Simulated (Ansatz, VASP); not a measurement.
# Ge (Germanium) in two plane-wave programs

Aim: how closely do two programs agree when they are given the same cell, functional and k mesh? The cell is taken from a series of runs on this material, whose earlier steps may have relaxed, scaled, displaced or heated it; both programs get it as it stands.

Method: plane waves, with VASP 6.6.1 beside it; zone-centre phonons at PBEsol, in Ansatz 0.2.0.

This is not the structure that Ge takes at ambient pressure and room temperature (diamond type); it is a model or a phase of other conditions.

## 1. Starting point

Symmetry: I4_1/amd, No. 141, tetragonal system. Conventional cell: a = 4.062 Å, b = 4.062 Å, c = 5.449 Å, α = 90.00°, β = 90.00°, γ = 90.00°. Nearest to Ge lie 4 Ge at 2.45 Å.

## 2. VASP: zone-centre phonons, PBEsol

Second derivatives magnify differences that forces hide, and they need a tight electronic threshold.

Lines of VASP's logs that name or quote its potential files are left out, and so is its time.

Contents of INCAR:

```
SYSTEM = Ge
PREC = Accurate
ENCUT = 500
EDIFF = 1E-08
NELM = 120
ISMEAR = 0
SIGMA = 0.015
LREAL = .FALSE.
ALGO = Normal
GGA = PS
NBANDS = 20
LORBIT = 11
LWAVE = .FALSE.
LCHARG = .FALSE.
ISIF = 2
ISYM = 2
IBRION = 8
LASPH = .TRUE.
GGA_COMPAT = .FALSE.
KPAR = 2
```

Contents of POSCAR:

```
Ge
1.0
    0.0000000000      2.8721534949      2.7242613101
    2.8721534949      0.0000000000      2.7242613101
    2.8721534949      2.8721534949      0.0000000000
Ge
2
Direct
    0.4999796110      0.4999796110      0.4999667778
    0.7500203890      0.7500203890      0.7500332222
```

Contents of KPOINTS:

```
Points of the shifted mesh
1728
Reciprocal
 0.0416666667  0.0416666667  0.0416666667 1
 0.0416666667  0.0416666667  0.1250000000 1
 0.0416666667  0.0416666667  0.2083333333 1
 0.0416666667  0.0416666667  0.2916666667 1
 0.0416666667  0.0416666667  0.3750000000 1
 0.0416666667  0.0416666667  0.4583333333 1
 0.0416666667  0.0416666667  0.5416666667 1
 0.0416666667  0.0416666667  0.6250000000 1
 0.0416666667  0.0416666667  0.7083333333 1
 0.0416666667  0.0416666667  0.7916666667 1
 0.0416666667  0.0416666667  0.8750000000 1
 0.0416666667  0.0416666667  0.9583333333 1
 0.0416666667  0.1250000000  0.0416666667 1
 0.0416666667  0.1250000000  0.1250000000 1
 0.0416666667  0.1250000000  0.2083333333 1
 0.0416666667  0.1250000000  0.2916666667 1
 0.0416666667  0.1250000000  0.3750000000 1
 0.0416666667  0.1250000000  0.4583333333 1
 0.0416666667  0.1250000000  0.5416666667 1
 0.0416666667  0.1250000000  0.6250000000 1
 0.0416666667  0.1250000000  0.7083333333 1
 0.0416666667  0.1250000000  0.7916666667 1
 0.0416666667  0.1250000000  0.8750000000 1
 0.0416666667  0.1250000000  0.9583333333 1
 0.0416666667  0.2083333333  0.0416666667 1
 0.0416666667  0.2083333333  0.1250000000 1
 0.0416666667  0.2083333333  0.2083333333 1
 0.0416666667  0.2083333333  0.2916666667 1
 0.0416666667  0.2083333333  0.3750000000 1
 0.0416666667  0.2083333333  0.4583333333 1
 0.0416666667  0.2083333333  0.5416666667 1
 0.0416666667  0.2083333333  0.6250000000 1
 0.0416666667  0.2083333333  0.7083333333 1
 0.0416666667  0.2083333333  0.7916666667 1
 0.0416666667  0.2083333333  0.8750000000 1
 0.0416666667  0.2083333333  0.9583333333 1
 0.0416666667  0.2916666667  0.0416666667 1
 0.0416666667  0.2916666667  0.1250000000 1
 0.0416666667  0.2916666667  0.2083333333 1
 0.0416666667  0.2916666667  0.2916666667 1
 0.0416666667  0.2916666667  0.3750000000 1
 0.0416666667  0.2916666667  0.4583333333 1
 0.0416666667  0.2916666667  0.5416666667 1
 0.0416666667  0.2916666667  0.6250000000 1
 0.0416666667  0.2916666667  0.7083333333 1
 0.0416666667  0.2916666667  0.7916666667 1
 0.0416666667  0.2916666667  0.8750000000 1
 0.0416666667  0.2916666667  0.9583333333 1
 0.0416666667  0.3750000000  0.0416666667 1
 0.0416666667  0.3750000000  0.1250000000 1
 0.0416666667  0.3750000000  0.2083333333 1
 0.0416666667  0.3750000000  0.2916666667 1
 0.0416666667  0.3750000000  0.3750000000 1
 0.0416666667  0.3750000000  0.4583333333 1
 0.0416666667  0.3750000000  0.5416666667 1
 0.0416666667  0.3750000000  0.6250000000 1
 0.0416666667  0.3750000000  0.7083333333 1
 0.0416666667  0.3750000000  0.7916666667 1
 0.0416666667  0.3750000000  0.8750000000 1
 0.0416666667  0.3750000000  0.9583333333 1
 0.0416666667  0.4583333333  0.0416666667 1
 0.0416666667  0.4583333333  0.1250000000 1
 0.0416666667  0.4583333333  0.2083333333 1
 0.0416666667  0.4583333333  0.2916666667 1
 0.0416666667  0.4583333333  0.3750000000 1
 0.0416666667  0.4583333333  0.4583333333 1
 0.0416666667  0.4583333333  0.5416666667 1
 0.0416666667  0.4583333333  0.6250000000 1
 0.0416666667  0.4583333333  0.7083333333 1
 0.0416666667  0.4583333333  0.7916666667 1
 0.0416666667  0.4583333333  0.8750000000 1
 0.0416666667  0.4583333333  0.9583333333 1
 0.0416666667  0.5416666667  0.0416666667 1
 0.0416666667  0.5416666667  0.1250000000 1
 0.0416666667  0.5416666667  0.2083333333 1
 0.0416666667  0.5416666667  0.2916666667 1
 0.0416666667  0.5416666667  0.3750000000 1
 0.0416666667  0.5416666667  0.4583333333 1
 0.0416666667  0.5416666667  0.5416666667 1
 0.0416666667  0.5416666667  0.6250000000 1
 0.0416666667  0.5416666667  0.7083333333 1
 0.0416666667  0.5416666667  0.7916666667 1
 0.0416666667  0.5416666667  0.8750000000 1
 0.0416666667  0.5416666667  0.9583333333 1
 0.0416666667  0.6250000000  0.0416666667 1
 0.0416666667  0.6250000000  0.1250000000 1
 0.0416666667  0.6250000000  0.2083333333 1
 0.0416666667  0.6250000000  0.2916666667 1
 0.0416666667  0.6250000000  0.3750000000 1
 0.0416666667  0.6250000000  0.4583333333 1
 0.0416666667  0.6250000000  0.5416666667 1
 0.0416666667  0.6250000000  0.6250000000 1
 0.0416666667  0.6250000000  0.7083333333 1
 0.0416666667  0.6250000000  0.7916666667 1
 0.0416666667  0.6250000000  0.8750000000 1
 0.0416666667  0.6250000000  0.9583333333 1
 0.0416666667  0.7083333333  0.0416666667 1
 0.0416666667  0.7083333333  0.1250000000 1
 0.0416666667  0.7083333333  0.2083333333 1
 0.0416666667  0.7083333333  0.2916666667 1
 0.0416666667  0.7083333333  0.3750000000 1
 0.0416666667  0.7083333333  0.4583333333 1
 0.0416666667  0.7083333333  0.5416666667 1
 0.0416666667  0.7083333333  0.6250000000 1
 0.0416666667  0.7083333333  0.7083333333 1
 0.0416666667  0.7083333333  0.7916666667 1
 0.0416666667  0.7083333333  0.8750000000 1
 0.0416666667  0.7083333333  0.9583333333 1
 0.0416666667  0.7916666667  0.0416666667 1
 0.0416666667  0.7916666667  0.1250000000 1
 0.0416666667  0.7916666667  0.2083333333 1
 0.0416666667  0.7916666667  0.2916666667 1
[... 1390 lines left out ...]
 0.8750000000  0.4583333333  0.1250000000 1
 0.8750000000  0.4583333333  0.2083333333 1
 0.8750000000  0.4583333333  0.2916666667 1
 0.8750000000  0.4583333333  0.3750000000 1
 0.8750000000  0.4583333333  0.4583333333 1
 0.8750000000  0.4583333333  0.5416666667 1
 0.8750000000  0.4583333333  0.6250000000 1
 0.8750000000  0.4583333333  0.7083333333 1
 0.8750000000  0.4583333333  0.7916666667 1
 0.8750000000  0.4583333333  0.8750000000 1
 0.8750000000  0.4583333333  0.9583333333 1
 0.8750000000  0.5416666667  0.0416666667 1
 0.8750000000  0.5416666667  0.1250000000 1
 0.8750000000  0.5416666667  0.2083333333 1
 0.8750000000  0.5416666667  0.2916666667 1
 0.8750000000  0.5416666667  0.3750000000 1
 0.8750000000  0.5416666667  0.4583333333 1
 0.8750000000  0.5416666667  0.5416666667 1
 0.8750000000  0.5416666667  0.6250000000 1
 0.8750000000  0.5416666667  0.7083333333 1
 0.8750000000  0.5416666667  0.7916666667 1
 0.8750000000  0.5416666667  0.8750000000 1
 0.8750000000  0.5416666667  0.9583333333 1
 0.8750000000  0.6250000000  0.0416666667 1
 0.8750000000  0.6250000000  0.1250000000 1
 0.8750000000  0.6250000000  0.2083333333 1
 0.8750000000  0.6250000000  0.2916666667 1
 0.8750000000  0.6250000000  0.3750000000 1
 0.8750000000  0.6250000000  0.4583333333 1
 0.8750000000  0.6250000000  0.5416666667 1
 0.8750000000  0.6250000000  0.6250000000 1
 0.8750000000  0.6250000000  0.7083333333 1
 0.8750000000  0.6250000000  0.7916666667 1
 0.8750000000  0.6250000000  0.8750000000 1
 0.8750000000  0.6250000000  0.9583333333 1
 0.8750000000  0.7083333333  0.0416666667 1
 0.8750000000  0.7083333333  0.1250000000 1
 0.8750000000  0.7083333333  0.2083333333 1
 0.8750000000  0.7083333333  0.2916666667 1
 0.8750000000  0.7083333333  0.3750000000 1
 0.8750000000  0.7083333333  0.4583333333 1
 0.8750000000  0.7083333333  0.5416666667 1
 0.8750000000  0.7083333333  0.6250000000 1
 0.8750000000  0.7083333333  0.7083333333 1
 0.8750000000  0.7083333333  0.7916666667 1
 0.8750000000  0.7083333333  0.8750000000 1
 0.8750000000  0.7083333333  0.9583333333 1
 0.8750000000  0.7916666667  0.0416666667 1
 0.8750000000  0.7916666667  0.1250000000 1
 0.8750000000  0.7916666667  0.2083333333 1
 0.8750000000  0.7916666667  0.2916666667 1
 0.8750000000  0.7916666667  0.3750000000 1
 0.8750000000  0.7916666667  0.4583333333 1
 0.8750000000  0.7916666667  0.5416666667 1
 0.8750000000  0.7916666667  0.6250000000 1
 0.8750000000  0.7916666667  0.7083333333 1
 0.8750000000  0.7916666667  0.7916666667 1
 0.8750000000  0.7916666667  0.8750000000 1
 0.8750000000  0.7916666667  0.9583333333 1
 0.8750000000  0.8750000000  0.0416666667 1
 0.8750000000  0.8750000000  0.1250000000 1
 0.8750000000  0.8750000000  0.2083333333 1
 0.8750000000  0.8750000000  0.2916666667 1
 0.8750000000  0.8750000000  0.3750000000 1
 0.8750000000  0.8750000000  0.4583333333 1
 0.8750000000  0.8750000000  0.5416666667 1
 0.8750000000  0.8750000000  0.6250000000 1
 0.8750000000  0.8750000000  0.7083333333 1
 0.8750000000  0.8750000000  0.7916666667 1
 0.8750000000  0.8750000000  0.8750000000 1
 0.8750000000  0.8750000000  0.9583333333 1
 0.8750000000  0.9583333333  0.0416666667 1
 0.8750000000  0.9583333333  0.1250000000 1
 0.8750000000  0.9583333333  0.2083333333 1
 0.8750000000  0.9583333333  0.2916666667 1
 0.8750000000  0.9583333333  0.3750000000 1
 0.8750000000  0.9583333333  0.4583333333 1
 0.8750000000  0.9583333333  0.5416666667 1
 0.8750000000  0.9583333333  0.6250000000 1
 0.8750000000  0.9583333333  0.7083333333 1
 0.8750000000  0.9583333333  0.7916666667 1
 0.8750000000  0.9583333333  0.8750000000 1
 0.8750000000  0.9583333333  0.9583333333 1
 0.9583333333  0.0416666667  0.0416666667 1
 0.9583333333  0.0416666667  0.1250000000 1
 0.9583333333  0.0416666667  0.2083333333 1
 0.9583333333  0.0416666667  0.2916666667 1
 0.9583333333  0.0416666667  0.3750000000 1
 0.9583333333  0.0416666667  0.4583333333 1
 0.9583333333  0.0416666667  0.5416666667 1
 0.9583333333  0.0416666667  0.6250000000 1
 0.9583333333  0.0416666667  0.7083333333 1
 0.9583333333  0.0416666667  0.7916666667 1
 0.9583333333  0.0416666667  0.8750000000 1
 0.9583333333  0.0416666667  0.9583333333 1
 0.9583333333  0.1250000000  0.0416666667 1
 0.9583333333  0.1250000000  0.1250000000 1
 0.9583333333  0.1250000000  0.2083333333 1
 0.9583333333  0.1250000000  0.2916666667 1
 0.9583333333  0.1250000000  0.3750000000 1
 0.9583333333  0.1250000000  0.4583333333 1
 0.9583333333  0.1250000000  0.5416666667 1
 0.9583333333  0.1250000000  0.6250000000 1
 0.9583333333  0.1250000000  0.7083333333 1
 0.9583333333  0.1250000000  0.7916666667 1
 0.9583333333  0.1250000000  0.8750000000 1
 0.9583333333  0.1250000000  0.9583333333 1
 0.9583333333  0.2083333333  0.0416666667 1
 0.9583333333  0.2083333333  0.1250000000 1
 0.9583333333  0.2083333333  0.2083333333 1
 0.9583333333  0.2083333333  0.2916666667 1
 0.9583333333  0.2083333333  0.3750000000 1
 0.9583333333  0.2083333333  0.4583333333 1
 0.9583333333  0.2083333333  0.5416666667 1
 0.9583333333  0.2083333333  0.6250000000 1
 0.9583333333  0.2083333333  0.7083333333 1
 0.9583333333  0.2083333333  0.7916666667 1
 0.9583333333  0.2083333333  0.8750000000 1
 0.9583333333  0.2083333333  0.9583333333 1
 0.9583333333  0.2916666667  0.0416666667 1
 0.9583333333  0.2916666667  0.1250000000 1
 0.9583333333  0.2916666667  0.2083333333 1
 0.9583333333  0.2916666667  0.2916666667 1
 0.9583333333  0.2916666667  0.3750000000 1
 0.9583333333  0.2916666667  0.4583333333 1
 0.9583333333  0.2916666667  0.5416666667 1
 0.9583333333  0.2916666667  0.6250000000 1
 0.9583333333  0.2916666667  0.7083333333 1
 0.9583333333  0.2916666667  0.7916666667 1
 0.9583333333  0.2916666667  0.8750000000 1
 0.9583333333  0.2916666667  0.9583333333 1
 0.9583333333  0.3750000000  0.0416666667 1
 0.9583333333  0.3750000000  0.1250000000 1
 0.9583333333  0.3750000000  0.2083333333 1
 0.9583333333  0.3750000000  0.2916666667 1
 0.9583333333  0.3750000000  0.3750000000 1
 0.9583333333  0.3750000000  0.4583333333 1
 0.9583333333  0.3750000000  0.5416666667 1
 0.9583333333  0.3750000000  0.6250000000 1
 0.9583333333  0.3750000000  0.7083333333 1
 0.9583333333  0.3750000000  0.7916666667 1
 0.9583333333  0.3750000000  0.8750000000 1
 0.9583333333  0.3750000000  0.9583333333 1
 0.9583333333  0.4583333333  0.0416666667 1
 0.9583333333  0.4583333333  0.1250000000 1
 0.9583333333  0.4583333333  0.2083333333 1
 0.9583333333  0.4583333333  0.2916666667 1
 0.9583333333  0.4583333333  0.3750000000 1
 0.9583333333  0.4583333333  0.4583333333 1
 0.9583333333  0.4583333333  0.5416666667 1
 0.9583333333  0.4583333333  0.6250000000 1
 0.9583333333  0.4583333333  0.7083333333 1
 0.9583333333  0.4583333333  0.7916666667 1
 0.9583333333  0.4583333333  0.8750000000 1
 0.9583333333  0.4583333333  0.9583333333 1
 0.9583333333  0.5416666667  0.0416666667 1
 0.9583333333  0.5416666667  0.1250000000 1
 0.9583333333  0.5416666667  0.2083333333 1
 0.9583333333  0.5416666667  0.2916666667 1
 0.9583333333  0.5416666667  0.3750000000 1
 0.9583333333  0.5416666667  0.4583333333 1
 0.9583333333  0.5416666667  0.5416666667 1
 0.9583333333  0.5416666667  0.6250000000 1
 0.9583333333  0.5416666667  0.7083333333 1
 0.9583333333  0.5416666667  0.7916666667 1
 0.9583333333  0.5416666667  0.8750000000 1
 0.9583333333  0.5416666667  0.9583333333 1
 0.9583333333  0.6250000000  0.0416666667 1
 0.9583333333  0.6250000000  0.1250000000 1
 0.9583333333  0.6250000000  0.2083333333 1
 0.9583333333  0.6250000000  0.2916666667 1
 0.9583333333  0.6250000000  0.3750000000 1
 0.9583333333  0.6250000000  0.4583333333 1
 0.9583333333  0.6250000000  0.5416666667 1
 0.9583333333  0.6250000000  0.6250000000 1
 0.9583333333  0.6250000000  0.7083333333 1
 0.9583333333  0.6250000000  0.7916666667 1
 0.9583333333  0.6250000000  0.8750000000 1
 0.9583333333  0.6250000000  0.9583333333 1
 0.9583333333  0.7083333333  0.0416666667 1
 0.9583333333  0.7083333333  0.1250000000 1
 0.9583333333  0.7083333333  0.2083333333 1
 0.9583333333  0.7083333333  0.2916666667 1
 0.9583333333  0.7083333333  0.3750000000 1
 0.9583333333  0.7083333333  0.4583333333 1
 0.9583333333  0.7083333333  0.5416666667 1
 0.9583333333  0.7083333333  0.6250000000 1
 0.9583333333  0.7083333333  0.7083333333 1
 0.9583333333  0.7083333333  0.7916666667 1
 0.9583333333  0.7083333333  0.8750000000 1
 0.9583333333  0.7083333333  0.9583333333 1
 0.9583333333  0.7916666667  0.0416666667 1
 0.9583333333  0.7916666667  0.1250000000 1
 0.9583333333  0.7916666667  0.2083333333 1
 0.9583333333  0.7916666667  0.2916666667 1
 0.9583333333  0.7916666667  0.3750000000 1
 0.9583333333  0.7916666667  0.4583333333 1
 0.9583333333  0.7916666667  0.5416666667 1
 0.9583333333  0.7916666667  0.6250000000 1
 0.9583333333  0.7916666667  0.7083333333 1
 0.9583333333  0.7916666667  0.7916666667 1
 0.9583333333  0.7916666667  0.8750000000 1
 0.9583333333  0.7916666667  0.9583333333 1
 0.9583333333  0.8750000000  0.0416666667 1
 0.9583333333  0.8750000000  0.1250000000 1
 0.9583333333  0.8750000000  0.2083333333 1
 0.9583333333  0.8750000000  0.2916666667 1
 0.9583333333  0.8750000000  0.3750000000 1
 0.9583333333  0.8750000000  0.4583333333 1
 0.9583333333  0.8750000000  0.5416666667 1
 0.9583333333  0.8750000000  0.6250000000 1
 0.9583333333  0.8750000000  0.7083333333 1
 0.9583333333  0.8750000000  0.7916666667 1
 0.9583333333  0.8750000000  0.8750000000 1
 0.9583333333  0.8750000000  0.9583333333 1
 0.9583333333  0.9583333333  0.0416666667 1
 0.9583333333  0.9583333333  0.1250000000 1
 0.9583333333  0.9583333333  0.2083333333 1
 0.9583333333  0.9583333333  0.2916666667 1
 0.9583333333  0.9583333333  0.3750000000 1
 0.9583333333  0.9583333333  0.4583333333 1
 0.9583333333  0.9583333333  0.5416666667 1
 0.9583333333  0.9583333333  0.6250000000 1
 0.9583333333  0.9583333333  0.7083333333 1
 0.9583333333  0.9583333333  0.7916666667 1
 0.9583333333  0.9583333333  0.8750000000 1
 0.9583333333  0.9583333333  0.9583333333 1
```

PAW data sets: Ge_d (PBE family, release 64).

Started as:

```console
> mpirun -np 2 vasp_std
```

Numbers of over 12 decimals in the logs are rounded to 6 here.

What it wrote:

```text
[banner, memory and clock lines left out]
running    2 mpi-ranks, on    1 nodes
[...]
|                                                                             |
|               ----> ADVICE to this user running VASP <----                  |
|                                                                             |
|     You enforced a specific xc type in the INCAR file but a different       |
|     [... a line on the potential file left out ...]
|     I HOPE YOU KNOW WHAT YOU ARE DOING!                                     |
|                                                                             |

 LDA part: xc-table for (Slater+PW92), standard interpolation
 POSCAR, INCAR and KPOINTS ok, starting setup
[...]
entering main loop
       N       E                     dE             d eps       ncg     rms          rms(c)
DAV:   1     0.182144992387E+03    0.18214E+03   -0.14625E+04 74304   0.375E+03
DAV:   2     0.154850937238E+02   -0.16666E+03   -0.16218E+03 69284   0.584E+02
DAV:   3    -0.920849487331E+01   -0.24694E+02   -0.24519E+02 78048   0.144E+02
DAV:   4    -0.999610420897E+01   -0.78761E+00   -0.78703E+00 78056   0.303E+01
DAV:   5    -0.100090797661E+02   -0.12976E-01   -0.12975E-01 77544   0.425E+00    0.328E+00
DAV:   6    -0.990363976299E+01    0.10544E+00   -0.37716E-02 91024   0.240E+00    0.187E+00
DAV:   7    -0.985338013090E+01    0.50260E-01   -0.62566E-02 72532   0.256E+00    0.156E-01
DAV:   8    -0.985440061277E+01   -0.10205E-02   -0.71150E-03 78484   0.122E+00    0.521E-02
[...]
DAV:  12    -0.985451630098E+01    0.38871E-06   -0.81639E-07 92276   0.182E-02    0.281E-04
DAV:  13    -0.985451628387E+01    0.17115E-07   -0.17652E-08 62992   0.160E-03    0.156E-04
DAV:  14    -0.985451626370E+01    0.20167E-07   -0.53613E-09 45672   0.144E-03    0.260E-05
DAV:  15    -0.985451626426E+01   -0.55843E-09   -0.99973E-10 39692   0.479E-04
   1 F= -.98545163E+01 E0= -.98545121E+01  d E =-.840197E-05
 Linear response reoptimize wavefunctions to high precision
DAV:   1    -0.985451626569E+01   -0.14306E-08   -0.36327E-10 42208   0.311E-04
DAV:   2    -0.985451626571E+01   -0.15461E-10   -0.11109E-10 38228   0.134E-04
 Linear response DOF=           2
 Linear response progress:
  Degree of freedom:   1/  2
       N       E                     dE             d eps       ncg     rms          rms(c)
RMM:   1    -0.186815946379E+00   -0.18682E+00    0.83146E+00 84400   0.448E+01
RMM:   2    -0.193965318420E+00   -0.71494E-02   -0.12912E-02111003   0.109E+00    0.759E-02
RMM:   3    -0.193996179432E+00   -0.30861E-04   -0.97402E-04119136   0.323E-01    0.439E-02
RMM:   4    -0.193900192738E+00    0.95987E-04   -0.61921E-05126564   0.803E-02    0.466E-03
RMM:   5    -0.193901881467E+00   -0.16887E-05   -0.37751E-06121825   0.177E-02    0.250E-03
RMM:   6    -0.193908721205E+00   -0.68397E-05   -0.19796E-07123314   0.495E-03    0.299E-04
RMM:   7    -0.193907570239E+00    0.11510E-05   -0.35927E-08127328   0.154E-03    0.186E-04
RMM:   8    -0.193906175494E+00    0.13947E-05   -0.72954E-10128641   0.563E-04    0.391E-05
RMM:   9    -0.193906119618E+00    0.55876E-07   -0.16149E-09130159   0.229E-04    0.210E-05
RMM:  10    -0.193906277524E+00   -0.15791E-06   -0.22370E-09130948   0.101E-04    0.551E-06
RMM:  11    -0.193906300027E+00   -0.22503E-07   -0.15017E-08132811   0.539E-05    0.289E-06
RMM:  12    -0.193906322641E+00   -0.22613E-07   -0.11965E-08130354   0.339E-05    0.157E-06
RMM:  13    -0.193906335128E+00   -0.12488E-07   -0.38311E-09118216   0.252E-05    0.426E-07
RMM:  14    -0.193906337986E+00   -0.28575E-08   -0.45942E-09 99190   0.210E-05    0.151E-07
 first order change of Fermi-energy   0.21421E+01
 force on displaced ion       1 direction 1 : -11.513   0.018  -0.078
 Linear response progress:
  Degree of freedom:   2/  2
       N       E                     dE             d eps       ncg     rms          rms(c)
RMM:   1    -0.186278334090E+00   -0.18628E+00    0.86324E+00 84056   0.455E+01
RMM:   2    -0.193507763439E+00   -0.72294E-02   -0.13394E-02112022   0.110E+00    0.720E-02
RMM:   3    -0.193529528996E+00   -0.21766E-04   -0.90209E-04118508   0.308E-01    0.417E-02
RMM:   4    -0.193437304850E+00    0.92224E-04   -0.61466E-05126726   0.793E-02    0.474E-03
RMM:   5    -0.193439391952E+00   -0.20871E-05   -0.33018E-06122287   0.171E-02    0.235E-03
RMM:   6    -0.193445978353E+00   -0.65864E-05   -0.22939E-07124967   0.482E-03    0.338E-04
RMM:   7    -0.193445159979E+00    0.81837E-06   -0.28648E-08127218   0.143E-03    0.194E-04
RMM:   8    -0.193444243836E+00    0.91614E-06   -0.38364E-09129940   0.515E-04    0.416E-05
RMM:   9    -0.193444136790E+00    0.10705E-06   -0.78855E-10129454   0.209E-04    0.175E-05
RMM:  10    -0.193444237997E+00   -0.10121E-06   -0.48687E-09130959   0.929E-05    0.526E-06
RMM:  11    -0.193444275762E+00   -0.37765E-07   -0.12654E-08132942   0.501E-05    0.218E-06
RMM:  12    -0.193444291847E+00   -0.16085E-07   -0.10456E-08128200   0.323E-05    0.156E-06
RMM:  13    -0.193444306601E+00   -0.14754E-07   -0.29995E-09120338   0.248E-05    0.315E-07
RMM:  14    -0.193444310009E+00   -0.34082E-08   -0.85273E-10101144   0.211E-05    0.557E-08
 first order change of Fermi-energy   0.85152E-01
 force on displaced ion       1 direction 3 :  -0.081  -0.081 -11.103
 Linear response finished
```

[end of part 1 of 2]

[Lines on the potential files, build, host, timing and source positions are cut from VASP's logs without a mark.]

[Logs are printed without paths, hosts, clocks, repeated set-up lines and the standing remarks that a program may print on its own settings, such as how far it seeks lower states.]

[Hosts, paths, dates, database ids (printed as entryN), source tags and the programs' standing remarks are cut or masked in the printed files.]
